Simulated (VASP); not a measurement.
Input of a VASP 6.6.1 run:

Contents of INCAR:

```
PREC = Accurate
ENCUT = 520
EDIFF = 1E-6
ISMEAR = 0
SIGMA = 0.1
LREAL = F
LASPH = T
NELM = 80
ALGO = Normal
ISIF = 2
LWAVE = F
LCHARG = T
GGA = PE
LELF = T
LVHAR = T
NBANDS = 36
```

Contents of KPOINTS:

```
regular mesh
0
Gamma
  3 3 3
```

File POSCAR:

```
LaMg2Au
1.0
    6.0062740000      1.2590090000      0.4770970000
    0.7514640000      5.8007280000     -0.0141150000
    1.0819560000      0.4014680000      5.9255010000
Au La Mg
2 2 4
Direct
    0.2073092696      0.0926694913      0.8395793705
    0.9931868609      0.2574279520      0.2621037654
    0.6637285430      0.6096082151      0.6473700238
    0.3476490479      0.7251633061      0.2207339704
    0.8478533238      0.8066062101      0.1452888067
    0.9107439410      0.9897322749      0.6474275963
    0.4867603156      0.1559344223      0.4408775103
    0.5223132474      0.2161985717      0.9826731207
```

Potentials or basis: VASP PAW PBE potentials, release 64 (Au, La, Mg).

The run is started by

```console
$ cat potpaw_PBE.64/Au/POTCAR potpaw_PBE.64/La/POTCAR potpaw_PBE.64/Mg/POTCAR > POTCAR
$ mpirun -np 1 vasp_std > vasp.out
```

**Question.** Predict the pressure.

**Answer.** 5.8 GPa.

**Question.** Predict the largest force.

**Answer.** 1.023 eV/Å.

**Question.** Estimate the band gap on the k mesh.

**Answer.** None (metal or under the smearing width).

Forces on the atoms (eV/Å):
```
Au  -0.144 -0.649 -0.772
Au  -0.428  0.761  0.480
La   0.001 -0.124  0.328
La   0.093  0.086  0.404
Mg   0.584 -0.457 -0.631
Mg   0.947  0.075 -0.379
Mg  -0.343  0.595  0.689
Mg  -0.709 -0.287 -0.120
```

Caveat: the k mesh is coarse (spacing up to 0.38 Å⁻¹), so the values aren't converged. Spin-orbit coupling is left out, which matters for the levels of Au, La.
